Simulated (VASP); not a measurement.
Here is the system:

```
InP
1.0
    0.00000     2.98950     2.98950
    2.98950     0.00000     2.98950
    2.98950     2.98950     0.00000
In P
1 1
Direct
  0.00000   0.00000   0.00000
  0.25000   0.25000   0.25000
```

All values below come from optB86b-vdW, VASP's PBE PAW potentials (set 64) (plane waves; VASP). Run with 520 eV cut-off, 8×8×8 Γ-centred mesh, Gaussian smearing of 0.050 eV, potentials In_d P.

Problem. Give the stress tensor in GPa (positive for a compressed cell).

Solution. 
```
-1.73   0.00   0.00
 0.00  -1.73   0.00
 0.00   0.00  -1.73
```
The pressure is its mean diagonal, -1.73 GPa.

The compound is InP in the zinc blende structure. This cell is one point of a volume scan, at 1.03 of the reference volume.
